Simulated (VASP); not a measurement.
```
CuSi63
1.0
   10.93707     0.00000     0.00000
    0.00000    10.93707     0.00000
    0.00000     0.00000    10.93707
Si Cu
63 1
Direct
  0.50000   0.00000   0.00000
  0.62500   0.12500   0.12500
  0.75000   0.25000   0.00000
  0.87500   0.37500   0.12500
  0.75000   0.00000   0.25000
  0.87500   0.12500   0.37500
  0.00000   0.00000   0.00000
  0.12500   0.12500   0.12500
  0.25000   0.25000   0.00000
  0.37500   0.37500   0.12500
  0.50000   0.50000   0.00000
  0.62500   0.62500   0.12500
  0.75000   0.75000   0.00000
  0.87500   0.87500   0.12500
  0.25000   0.00000   0.25000
  0.37500   0.12500   0.37500
  0.50000   0.25000   0.25000
  0.62543   0.37930   0.37866
  0.75000   0.50000   0.25000
  0.87500   0.62500   0.37500
  0.50000   0.00000   0.50000
  0.62500   0.12500   0.62500
  0.75000   0.25000   0.50000
  0.87500   0.37500   0.62500
  0.75000   0.00000   0.75000
  0.87500   0.12500   0.87500
  0.00000   0.50000   0.00000
  0.12500   0.62500   0.12500
  0.25000   0.75000   0.00000
  0.37500   0.87500   0.12500
  0.00000   0.25000   0.25000
  0.12500   0.37500   0.37500
  0.25000   0.50000   0.25000
  0.37597   0.62676   0.37537
  0.50000   0.75000   0.25000
  0.62500   0.87500   0.37500
  0.00000   0.00000   0.50000
  0.12500   0.12500   0.62500
  0.25000   0.25000   0.50000
  0.37612   0.37931   0.62652
  0.62281   0.62123   0.62660
  0.75000   0.75000   0.50000
  0.87500   0.87500   0.62500
  0.25000   0.00000   0.75000
  0.37500   0.12500   0.87500
  0.50000   0.25000   0.75000
  0.62500   0.37500   0.87500
  0.75000   0.50000   0.75000
  0.87500   0.62500   0.87500
  0.00000   0.75000   0.25000
  0.12500   0.87500   0.37500
  0.00000   0.50000   0.50000
  0.12500   0.62500   0.62500
  0.25000   0.75000   0.50000
  0.37500   0.87500   0.62500
  0.00000   0.25000   0.75000
  0.12500   0.37500   0.87500
  0.25000   0.50000   0.75000
  0.37500   0.62500   0.87500
  0.50000   0.75000   0.75000
  0.62500   0.87500   0.87500
  0.00000   0.75000   0.75000
  0.12500   0.87500   0.87500
  0.49951   0.49746   0.50355
```
Cell charge -1.

Level of theory: PBE GGA, VASP's PBE PAW potentials (set 64) (plane waves; VASP). Settings: PREC = Normal, LREAL = Auto, ISYM = 0, NELECT = 264.0, EDIFF = 1E-5, 400 eV cut-off, 1×1×1 Γ-centred mesh, Gaussian smearing of 0.050 eV, potentials Si Cu.

The cell is charged, with a uniform compensating background. The supercell is sampled at Γ alone, which is coarse: total energies, pressure and levels can be off, energies of defects by several tenths of an eV.

The ions are relaxed. What does this cell relax into?

```
CuSi63
1.0
   10.93707     0.00000     0.00000
    0.00000    10.93707     0.00000
    0.00000     0.00000    10.93707
Si Cu
63 1
Direct
  0.49979   0.99998   0.00026
  0.62420   0.12514   0.12747
  0.74997   0.24804   0.00057
  0.87713   0.37318   0.12323
  0.74754   0.99859   0.25271
  0.87278   0.12523   0.37601
  0.99994   0.00011   0.00033
  0.12610   0.12376   0.12621
  0.25022   0.24811   0.99962
  0.37405   0.37466   0.12449
  0.50007   0.50013   0.00031
  0.62619   0.62562   0.12439
  0.74997   0.75205   0.99947
  0.87391   0.87639   0.12628
  0.25229   0.00166   0.25282
  0.37695   0.12968   0.37707
  0.50259   0.25605   0.25256
  0.62623   0.38870   0.37394
  0.75436   0.49912   0.24573
  0.87558   0.62535   0.37428
  0.49999   0.00016   0.50026
  0.62319   0.12969   0.62319
  0.74750   0.25609   0.49742
  0.87552   0.37473   0.62603
  0.74743   0.00161   0.74763
  0.87399   0.12354   0.87403
  0.99981   0.50005   0.00031
  0.12277   0.62684   0.12304
  0.25003   0.75206   0.00059
  0.37564   0.87501   0.12768
  0.99982   0.24819   0.25053
  0.12469   0.37485   0.37437
  0.24565   0.50114   0.24556
  0.37398   0.61168   0.37347
  0.49753   0.74427   0.25236
  0.62307   0.87056   0.37707
  0.99985   0.00002   0.50041
  0.12739   0.12522   0.62426
  0.25263   0.25603   0.50280
  0.37374   0.38840   0.62694
  0.62611   0.61129   0.62640
  0.74735   0.74397   0.50268
  0.87242   0.87480   0.62436
  0.25235   0.99847   0.74762
  0.37583   0.12508   0.87270
  0.49758   0.25589   0.74787
  0.62605   0.37469   0.87595
  0.75435   0.50099   0.75452
  0.87719   0.62675   0.87702
  0.00037   0.75196   0.25047
  0.12725   0.87490   0.37618
  0.00016   0.50017   0.50032
  0.12478   0.62550   0.62602
  0.25274   0.74412   0.49735
  0.37683   0.87054   0.62324
  0.00034   0.24811   0.74989
  0.12271   0.37329   0.87736
  0.24553   0.49906   0.75476
  0.37406   0.62548   0.87586
  0.50255   0.74408   0.74756
  0.62408   0.87496   0.87270
  0.99968   0.75194   0.74980
  0.12585   0.87648   0.87413
  0.49960   0.49985   0.50025
```
Cell charge -1.

How much energy does the relaxation gain?

The energy (σ→0) changes by -3.9 meV/atom, in 20 ionic steps.

The cell is a supercell with a defect, built from Si (diamond): Cu_Si, charge -1. The run is not spin-polarised, so no state with unpaired spins was tried.
